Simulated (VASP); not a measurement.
# Sb2TeO2 (P4/mbm) in VASP: further runs

One crystal, Sb2TeO2, is run at these levels: PBE; tasks: relaxation of cell and atoms.

Program: VASP 6.6.1. These are calculated values, not measurements. Logs are shortened: lines on timing, memory, paths and dates and some standing lists are left out, and cuts for length are marked.

### Step 1. The crystal as given

The structure is tetragonal, space group P4/mbm (No. 127). Conventional cell: a = 8.633 Å, b = 8.633 Å, c = 3.204 Å, α = 90.00°, β = 90.00°, γ = 90.00°. Around Sb (site symmetry m2m) lie 2 O at 2.04 Å. Around Te (site symmetry 4/m) lie 4 Sb at 3.09 Å and 2 Te at 3.20 Å and 8 O at 3.54 Å. O (site symmetry m2m) is surrounded by 2 Sb at 2.04 Å.

The cell was built by a generator and needn't be a form met in nature.

### Step 2. Relaxation of cell and atoms, PBE

Contents of INCAR:

```
SYSTEM = Sb2TeO2
  PREC = Accurate
  ENCUT = 520
  EDIFF = 1E-6
  ISMEAR = 0
  SIGMA = 0.1
  LREAL = .FALSE.
  LASPH = .TRUE.
  NELM = 120
  ALGO = Normal
  ISIF = 3
  LWAVE = .FALSE.
  LCHARG = .FALSE.
  GGA = PE
  IBRION = 2
  NSW = 90
  EDIFFG = -0.01
  KPAR = 8
```

Contents of KPOINTS:

```
regular mesh
0
G
  4 4 10
  0 0 0
```

Contents of POSCAR:

```
Sb2TeO2
1.0
    8.6330000000      0.0000000000      0.0000000000
    0.0000000000      8.6330000000      0.0000000000
    0.0000000000      0.0000000000      3.2040000000
Sb Te O
4 2 4
Direct
    0.2892100100      0.7892100100      0.0000000000
    0.2107899900      0.2892100100      0.0000000000
    0.7107899900      0.2107899900      0.0000000000
    0.7892100100      0.7107899900      0.0000000000
    0.0000000000      0.0000000000      0.0000000000
    0.5000000000      0.5000000000      0.0000000000
    0.1857118000      0.6857118000      0.5000000000
    0.3142882000      0.1857118000      0.5000000000
    0.8142882000      0.3142882000      0.5000000000
    0.6857118000      0.8142882000      0.5000000000
```

Potentials or basis: VASP PAW PBE potentials, release 64 (Sb, Te, O).

On the command line:

```console
$ cat potpaw_PBE.64/Sb/POTCAR potpaw_PBE.64/Te/POTCAR potpaw_PBE.64/O/POTCAR > POTCAR
$ mpirun -np 8 vasp_std > vasp.out
```

OUTCAR:

```text
SYSTEM = Sb2TeO2
   PREC = Accurate
   ENCUT = 520
   EDIFF = 1E-6
   ISMEAR = 0
   LREAL = .FALSE.
   LASPH = .TRUE.
   NELM = 120
   ISIF = 3
   GGA = PE
   IBRION = 2
   NSW = 90
   EDIFFG = -0.01

 ion  position               nearest neighbor table
   1  0.289  0.789  0.000-   7 2.04   7 2.04   5 3.09   6 3.09
   2  0.211  0.289  0.000-   8 2.04   8 2.04   5 3.09   6 3.09
   3  0.711  0.211  0.000-   9 2.04   9 2.04   5 3.09   6 3.09
   4  0.789  0.711  0.000-  10 2.04  10 2.04   5 3.09   6 3.09
   5  0.000  0.000  0.000-   1 3.09   2 3.09   3 3.09   4 3.09
   6  0.500  0.500  0.000-   1 3.09   2 3.09   3 3.09   4 3.09
   7  0.186  0.686  0.500-   1 2.04   1 2.04
   8  0.314  0.186  0.500-   2 2.04   2 2.04
   9  0.814  0.314  0.500-   3 2.04   3 2.04
  10  0.686  0.814  0.500-   4 2.04   4 2.04

  LATTYP: Found a simple tetragonal cell.
 ALAT       =     8.6330000000
 C/A-ratio  =     0.3711340206

  Lattice vectors:

 A1 = (   8.6330000000,   0.0000000000,   0.0000000000)
 A2 = (   0.0000000000,   8.6330000000,   0.0000000000)
 A3 = (   0.0000000000,   0.0000000000,   3.2040000000)

Analysis of symmetry for initial positions (statically):
=====================================================================
 Subroutine PRICEL returns:
 Original cell was already a primitive cell.

 Routine SETGRP: Setting up the symmetry group for a
 simple tetragonal supercell.

 Subroutine GETGRP returns: Found 16 space group operations
 (whereof  8 operations were pure point group operations)
 out of a pool of 16 trial point group operations.

The static configuration has the point symmetry C_4h.
 The point group associated with its full space group is D_4h.

Analysis of symmetry for dynamics (positions and initial velocities):
=====================================================================
 Subroutine PRICEL returns:
 Original cell was already a primitive cell.

 Routine SETGRP: Setting up the symmetry group for a
 simple tetragonal supercell.

 Subroutine GETGRP returns: Found 16 space group operations
 (whereof  8 operations were pure point group operations)
 out of a pool of 16 trial point group operations.

The dynamic configuration has the point symmetry C_4h.
 The point group associated with its full space group is D_4h.

 Subroutine INISYM returns: Found 16 space group operations
 (whereof  8 operations are pure point group operations),
 and found     1 'primitive' translations

----------------------------------------------------------------------------------------

                                     Primitive cell

  volume of cell :     238.7899

  direct lattice vectors                    reciprocal lattice vectors
     8.633000000  0.000000000  0.000000000     0.115834588  0.000000000  0.000000000
     0.000000000  8.633000000  0.000000000     0.000000000  0.115834588  0.000000000
     0.000000000  0.000000000  3.204000000     0.000000000  0.000000000  0.312109863

  length of vectors
     8.633000000  8.633000000  3.204000000     0.115834588  0.115834588  0.312109863

  position of ions in fractional coordinates (direct lattice)
     0.289210010  0.789210010  0.000000000
     0.210789990  0.289210010  0.000000000
     0.710789990  0.210789990  0.000000000
     0.789210010  0.710789990  0.000000000
     0.000000000  0.000000000  0.000000000
     0.500000000  0.500000000  0.000000000
     0.185711800  0.685711800  0.500000000
     0.314288200  0.185711800  0.500000000
     0.814288200  0.314288200  0.500000000
     0.685711800  0.814288200  0.500000000

  ion indices of the primitive-cell ions
   primitive index   ion index
                 1           1
                 2           2
                 3           3
                 4           4
                 5           5
                 6           6
                 7           7
                 8           8
                 9           9
                10          10

----------------------------------------------------------------------------------------

 KPOINTS: regular mesh

Automatic generation of k-mesh.
 Grid dimensions read from file:
 generate k-points for:    4    4   10

 Generating k-lattice:

  Cartesian coordinates                     Fractional coordinates (reciprocal lattice)
     0.028958647  0.000000000  0.000000000     0.250000000  0.000000000  0.000000000
     0.000000000  0.028958647  0.000000000     0.000000000  0.250000000  0.000000000
     0.000000000  0.000000000  0.031210986     0.000000000  0.000000000  0.100000000

  Length of vectors
     0.028958647  0.028958647  0.031210986

  Shift w.r.t. Gamma in fractional coordinates (k-lattice)
     0.000000000  0.000000000  0.000000000

 Subroutine IBZKPT returns following result:
 ===========================================

 Found     36 irreducible k-points:

 Following reciprocal coordinates:
            Coordinates               Weight
  0.000000  0.000000  0.000000      1.000000
  0.250000  0.000000  0.000000      4.000000
  0.500000  0.000000  0.000000      2.000000
  0.250000  0.250000  0.000000      4.000000
  0.500000  0.250000  0.000000      4.000000
  0.500000  0.500000  0.000000      1.000000
[... 16 lines left out ...]
  0.500000  0.250000  0.300000      8.000000
  0.500000  0.500000  0.300000      2.000000
 [... further k-points ...]
   k-points           NKPTS =     36   k-points in BZ     NKDIM =     36   number of bands    NBANDS=     34
   number of dos      NEDOS =    301   number of ions     NIONS =     10
   total plane-waves  NPLWV =  98304
   dimension x,y,z NGX =    64 NGY =   64 NGZ =   24
   dimension x,y,z NGXF=   128 NGYF=  128 NGZF=   48
   ions per type =               4   2   4
   NGX,Y,Z   is equivalent  to a cutoff of  12.32, 12.32, 12.45 a.u.
   NGXF,Y,Z  is equivalent  to a cutoff of  24.65, 24.65, 24.91 a.u.
 SYSTEM =  Sb2TeO2
   PREC   = accura    normal or accurate (medium, high low for compatibility)
   ISTART =      0    job   : 0-new  1-cont  2-samecut
   ICHARG =      2    charge: 1-file 2-atom 10-const
   ISPIN  =      1    spin polarized calculation?
   LNONCOLLINEAR =      F non collinear calculations
   LSORBIT =      F    spin-orbit coupling
   LASPH  =      T    aspherical Exc in radial PAW
   ENCUT  =  520.0 eV  38.22 Ry    6.18 a.u.  16.05 16.05  5.96*2*pi/ulx,y,z
   NELM   =    120;   NELMIN=  2; NELMDL= -5     # of ELM steps
   EDIFF  = 0.1E-05   stopping-criterion for ELM
   LREAL  =      F    real-space projection
   EDIFFG = -.1E-01   stopping-criterion for IOM
   NSW    =     90    number of steps for IOM
   IBRION =      2    ionic relax: 0-MD 1-quasi-New 2-CG
   NFREE  =      1    steps in history (QN), initial steepest desc. (CG)
   ISIF   =      3    stress and relaxation
   ISYM   =      2    0-nonsym 1-usesym 2-fastsym
   POTIM  = 0.5000    time-step for ionic-motion
   TEBEG  =    0.0;   TEEND  =   0.0 temperature during run
   PSTRESS=    0.0 pullay stress
   NELECT =      56.0000    total number of electrons
   NUPDOWN=      -1.0000    fix difference up-down
   EMIN   =  10.00;   EMAX   =-10.00  energy-range for DOS
   EFERMI =   0.00;   METHOD = LEGACY
   ISMEAR =     0;   SIGMA  =   0.10  broadening in eV -4-tet -1-fermi 0-gaus
   EFERMI_NEDOS =   21; number of points for ismear=-14 and -15
   IALGO  =     38    algorithm
   IMIX   =      4    mixing-type and parameters
     AMIX     =   0.40;   BMIX     =  1.00
     AMIX_MAG =   1.60;   BMIX_MAG =  1.00
  volume/ion in A,a.u.               =      23.88       161.14
  Fermi-wavevector in a.u.,A,eV,Ry     =   1.009560  1.907792 13.867216  1.019212
  Thomas-Fermi vector in A             =   2.142496
   LORBIT       =      0    0 simple, 1 ext, 2 COOP (PROOUT), +10 PAW based schemes
   GGA     = PE    functional components
   LHFCALC =     F    Hartree Fock is set to
   AEXX    =    0.0000 exact exchange contribution
   IVDW    =     0    specifies the selected vdW correction
   LEPSILON=     F    determine dielectric tensor
   LRPA    =     F    only Hartree local field effects (RPA)
 conjugate gradient relaxation of ions
 non-spin polarized calculation
 Gauss-broadening in eV      SIGMA  =   0.10
  energy-cutoff  :      520.00
  volume of cell :      238.79
 maximum number of plane-waves:      6472
   NGX = 33   NGY = 33   NGZ = 11

--------------------------------------- Ionic step        1  -------------------------------------------

 number of electron      55.9999989 magnetization

 Free energy of the ion-electron system (eV)
  ---------------------------------------------------
  ext. energy  EPLUGINS =         0.00000000
  ---------------------------------------------------
  free energy    TOTEN  =       -48.72167723 eV

  energy without entropy =      -48.69787490  energy(sigma->0) =      -48.70977606

------------------------ aborting loop because EDIFF is reached ----------------------------------------

  FORCE on cell =-STRESS in cart. coord.  units (eV):
  Direction    XX          YY          ZZ          XY          YZ          ZX
  --------------------------------------------------------------------------------------
  -------------------------------------------------------------------------------------
  Total        2.1850224      2.1850224      1.9628058      0.0000000      0.0000000      0.0000000
  in kB       14.6605576     14.6605576     13.1695797      0.0000000      0.0000000      0.0000000
  external PRESSURE =      14.1635650 kB  Pullay stress =       0.0000000 kB
[... 75 lines left out ...]
--------------------------------------- Ionic step        3  -------------------------------------------

 number of electron      55.9999984 magnetization

 E-fermi :   5.5924     XC(G=0):  -8.9258

 val. band max:        5.5841201034   @ k =   0.2500   0.2500   0.2000
 cond. band min:       5.6814519960   @ k =   0.5000   0.2500   0.1000
 fundamental gap:      0.0973318925
 Fermi energy:         5.5924381402

 k-point     1 :       0.0000    0.0000    0.0000
  band No.  band energies     occupation
      1     -14.2763      2.00000
      2     -14.2268      2.00000
      3     -14.2268      2.00000
      4     -14.1910      2.00000
      5      -6.9045      2.00000
      6      -6.9027      2.00000
[... 916 lines left out ...]
  FREE ENERGIE OF THE ION-ELECTRON SYSTEM (eV)
  ---------------------------------------------------
  free  energy   TOTEN  =       -48.7432915668 eV

  energy  without entropy=      -48.7200600238  energy(sigma->0) =      -48.73167580

[... ionic steps 4 to 33 ...]

--------------------------------------- Ionic step       34  -------------------------------------------

 number of electron      55.9999996 magnetization

------------------------ aborting loop because EDIFF is reached ----------------------------------------
[... 83 lines left out ...]
--------------------------------------- Ionic step       36  -------------------------------------------

 number of electron      55.9999995 magnetization

 Free energy of the ion-electron system (eV)
  ---------------------------------------------------
  ext. energy  EPLUGINS =         0.00000000
  ---------------------------------------------------
  free energy    TOTEN  =       -48.78282326 eV

  energy without entropy =      -48.76271660  energy(sigma->0) =      -48.77276993

 E-fermi :   5.2427     XC(G=0):  -8.7246

 val. band max:        5.2395005769   @ k =   0.5000   0.2500   0.0000
 cond. band min:       5.2582003362   @ k =   0.2500   0.0000   0.2000
 fundamental gap:      0.0186997593
 Fermi energy:         5.2427273908

 k-point     1 :       0.0000    0.0000    0.0000
  band No.  band energies     occupation
      1     -14.7178      2.00000
      2     -14.6799      2.00000
      3     -14.6799      2.00000
      4     -14.6528      2.00000
      5      -7.1814      2.00000
      6      -7.1612      2.00000
[... 916 lines left out ...]
  FREE ENERGIE OF THE ION-ELECTRON SYSTEM (eV)
  ---------------------------------------------------
  free  energy   TOTEN  =       -48.7828232561 eV

  energy  without entropy=      -48.7627166003  energy(sigma->0) =      -48.77276993

 reached required accuracy - stopping structural energy minimisation
```

Wall time 27 min (8 MPI ranks of Intel Xeon Platinum 8259CL at 2.50GHz (Skylake/Cascade Lake), shared host); peak memory 0.52 GiB.

Results:

```yaml
Free_energy: -48.7828 eV
Relaxed_volume: 25.29 Å³/atom
Relaxed_cell: a = 8.851 Å, b = 8.851 Å, c = 3.229 Å, α = 90.00°, β = 90.00°, γ = 90.00°
Space_group_after_relaxing_to_0.05_Å: P4/mbm (No. 127)
Energy_gained_by_relaxing: 6.1 meV/atom
Ionic_steps: 36
Pressure_after_relaxing: 0.0 GPa
Largest_force_after_relaxing: 0.005 eV/Å
Band_gap_on_the_k_mesh: none (metal or under the smearing width)
```

Forces on the atoms (eV/Å):
```
Sb  -0.003 -0.003  0.000
Sb   0.003 -0.003  0.000
Sb   0.003  0.003  0.000
Sb  -0.003  0.003  0.000
Te   0.000  0.000  0.000
Te   0.000  0.000  0.000
O    0.001  0.001  0.000
O   -0.001  0.001  0.000
O   -0.001 -0.001  0.000
O    0.001 -0.001  0.000
```

The path:
```csv
step,energy change (eV),largest force (eV/Å),pressure (GPa),volume (Å³)
1,0.0000,0.0025,1.42,238.79
2,-0.0169,0.4122,-0.65,246.16
3,-0.0216,0.2833,-0.04,243.77
4,-0.0442,0.1389,0.03,247.28
5,-0.0491,0.0344,0.09,249.65
6,-0.0492,0.0322,0.10,249.93
7,-0.0496,0.0555,-0.13,250.95
8,-0.0497,0.0490,-0.10,250.76
9,-0.0502,0.0391,-0.02,250.85
10,-0.0503,0.0493,-0.01,250.87
11,-0.0508,0.0372,-0.03,250.87
12,-0.0519,0.0381,-0.10,250.85
13,-0.0521,0.0928,-0.25,250.83
14,-0.0523,0.0698,-0.18,250.84
15,-0.0525,0.0683,-0.19,250.81
16,-0.0528,0.0643,-0.15,250.74
17,-0.0534,0.0549,-0.12,250.59
18,-0.0543,0.0376,-0.03,250.28
19,-0.0553,0.0122,0.15,249.68
20,-0.0554,0.0195,0.22,249.45
21,-0.0562,0.0104,0.21,249.60
22,-0.0581,0.0244,0.15,250.07
23,-0.0590,0.0753,0.00,250.99
24,-0.0592,0.0598,0.05,250.71
25,-0.0600,0.0286,0.11,251.05
26,-0.0602,0.0057,0.15,251.29
27,-0.0602,0.0418,0.24,251.77
28,-0.0603,0.0120,0.19,251.45
29,-0.0609,0.0031,0.09,252.27
30,-0.0610,0.0186,-0.09,253.30
31,-0.0611,0.0126,-0.04,252.94
32,-0.0611,0.0102,-0.01,252.77
33,-0.0611,0.0113,-0.02,252.83
34,-0.0611,0.0126,-0.01,252.88
35,-0.0611,0.0128,-0.03,252.91
36,-0.0611,0.0045,-0.02,252.93
```

Final structure:
```
CELL_PARAMETERS angstrom
8.85076 0.00000 0.00000
0.00000 8.85076 0.00000
0.00000 0.00000 3.22883
ATOMIC_POSITIONS crystal
Sb 0.27870 0.77870 0.00000
Sb 0.22130 0.27870 0.00000
Sb 0.72130 0.22130 0.00000
Sb 0.77870 0.72130 0.00000
Te 0.00000 0.00000 0.00000
Te 0.50000 0.50000 0.00000
O 0.17919 0.67919 0.50000
O 0.32081 0.17919 0.50000
O 0.82081 0.32081 0.50000
O 0.67919 0.82081 0.50000
```

Spin-orbit coupling is left out, which matters for the levels of Sb, Te.

### Step 3. Relaxation of cell and atoms, PBE

This run uses another cell than the first one, of 25.29 Å³/atom, 1.059 times its volume.

Edit INCAR of step 2 so:

```diff
@@ -3,3 +3,3 @@
   ENCUT = 520
-  EDIFF = 1E-6
+  EDIFF = 1E-7
   ISMEAR = 0
@@ -15,4 +15,5 @@
   IBRION = 2
-  NSW = 90
-  EDIFFG = -0.01
+  NSW = 60
+  EDIFFG = -0.005
+  POTIM = 0.3
   KPAR = 8
```

KPOINTS is that of step 2.

Contents of POSCAR:

```
Sb2TeO2                                 
1.0
    8.8507611115      0.0000000000      0.0000000000
    0.0000000000      8.8507611115      0.0000000000
   -0.0000000000      0.0000000000      3.2288296734
  Sb              Te              O             
     4     2     4
Direct
     0.2787026320168863    0.7787026320168862    0.0000000000000000
     0.2212973679831138    0.2787026320168863    0.0000000000000000
     0.7212973679831138    0.2212973679831138    0.0000000000000000
     0.7787026320168862    0.7212973679831138    0.0000000000000000
     0.0000000000000000    1.0000000000000000    0.0000000000000000
     0.5000000000000000    0.5000000000000000    0.0000000000000000
     0.1791947494155419    0.6791947494155417    0.5000000000000000
     0.3208052505844581    0.1791947494155419    0.5000000000000000
     0.8208052505844583    0.3208052505844581    0.5000000000000000
     0.6791947494155417    0.8208052505844583    0.5000000000000000
```

Potentials or basis: VASP PAW PBE potentials, release 64 (Sb, Te, O).

On the command line:

```console
$ cat potpaw_PBE.64/Sb/POTCAR potpaw_PBE.64/Te/POTCAR potpaw_PBE.64/O/POTCAR > POTCAR
$ mpirun -np 8 vasp_std > vasp.out
```

Wall time 3.9 min (8 MPI ranks of Intel Xeon Platinum 8259CL at 2.50GHz (Skylake/Cascade Lake), shared host); peak memory 0.56 GiB.

It converged, with:

- Free energy: -48.7897 eV
- Relaxed volume: 25.31 Å³/atom
- Relaxed cell: a = 8.851 Å, b = 8.851 Å, c = 3.231 Å, α = 90.00°, β = 90.00°, γ = 90.00°
- Space group after relaxing (to 0.05 Å): P4/mbm (No. 127)
- Energy gained by relaxing: 0.0 meV/atom
- Ionic steps: 4
- Pressure after relaxing: 0.0 GPa
- Largest force after relaxing: 0.005 eV/Å
- Band gap on the k mesh: none (metal or under the smearing width)

Forces on the atoms (eV/Å):
```
Sb  -0.003 -0.003  0.000
Sb   0.003 -0.003  0.000
Sb   0.003  0.003  0.000
Sb  -0.003  0.003  0.000
Te   0.000  0.000  0.000
Te   0.000  0.000  0.000
O    0.001  0.001  0.000
O   -0.001  0.001  0.000
O   -0.001 -0.001  0.000
O    0.001 -0.001  0.000
```

Final structure:
```
Sb Te O
1.0
     8.85057    0.00000    0.00000
     0.00000    8.85057    0.00000
     0.00000    0.00000    3.23052
Sb Te O
4 2 4
Cartesian
  2.4663 6.8916 0.0000
  1.9590 2.4663 0.0000
  6.3843 1.9590 0.0000
  6.8916 6.3843 0.0000
  8.8506 0.0000 0.0000
  4.4253 4.4253 0.0000
  1.5861 6.0114 1.6153
  2.8391 1.5861 1.6153
  7.2644 2.8391 1.6153
  6.0114 7.2644 1.6153
```

Levels at points of the mesh, in eV from the Fermi level:
```
           k point  band 26  band 27  band 28  band 29  band 30  band 31
(0.00, 0.00, 0.00)    -1.93    -0.88    -0.75     0.66     1.03     1.03
(0.50, 0.00, 0.00)    -2.28     0.09     0.09     0.61     0.61     1.20
(0.50, 0.50, 0.00)    -2.09    -0.44    -0.44     0.69     0.69     0.95
(0.00, 0.00, 0.50)    -3.08    -0.88    -0.88    -0.42     0.16     0.47
(0.50, 0.00, 0.50)    -2.78    -2.50    -2.50     0.55     0.55     1.06
(0.50, 0.50, 0.50)    -3.33    -0.88    -0.88    -0.15    -0.15     0.54
```

The run has no spin-orbit coupling, so splittings on Sb, Te are missing.
